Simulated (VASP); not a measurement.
Input:

```xyz
2
Lattice="2.8380 0.0000 0.0000 0.0000 2.8380 0.0000 0.0000 0.0000 2.8380" Properties=species:S:1:pos:R:3 pbc="T T T"
Al     1.4190     1.4190     1.4190
Co     0.0000     0.0000     0.0000
```

These are SCAN meta-GGA, VASP's PBE PAW potentials (set 64) (plane waves; VASP) values and carry that method's errors. Numerical set-up: 520 eV cut-off, 13×13×13 Γ-centred mesh, first-order Methfessel-Paxton smearing of 0.10 eV, potentials Al Co.

Q: Give the stress tensor in GPa (positive for a compressed cell).

A: 
```
-5.78   0.00   0.00
 0.00  -5.78   0.00
 0.00   0.00  -5.78
```
The pressure is its mean diagonal, -5.78 GPa.

The compound is CoAl in the CsCl type structure. This cell is one point of a volume scan, at 1.03 of the reference volume. The run is not spin-polarised, so no magnetic state was tried.
